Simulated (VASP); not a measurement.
Consider the following.

```xyz
1
Lattice="0.0000 2.5134 2.5134 2.5134 0.0000 2.5134 2.5134 2.5134 0.0000" Properties=species:S:1:pos:R:3 pbc="T T T"
Pb     0.0000     2.5134     2.5134
```

The numbers are results of PBE GGA, VASP's PBE PAW potentials (set 64) (plane waves; VASP), not measurements. Run with 400 eV cut-off, Gaussian smearing of 0.050 eV, potentials Pb_d.

Give the energies of bands 6 to 9 at the high-symmetry points, in eV from the Fermi level.

```json
[
 {"band": "6", "Γ": "-11.50", "X": "-6.84", "U": "-6.91", "L": "-8.14", "W": "-6.74"},
 {"band": "7", "Γ": "7.01", "X": "-3.14", "U": "-2.20", "L": "-4.03", "W": "-1.33"},
 {"band": "8", "Γ": "7.01", "X": "1.95", "U": "-1.19", "L": "5.28", "W": "-1.33"},
 {"band": "9", "Γ": "7.01", "X": "1.95", "U": "2.82", "L": "5.28", "W": "0.25"}
]
```

It has no gap at this level: it comes out as a metal or semimetal.

The compound is Pb in the fcc structure. It was relaxed first.
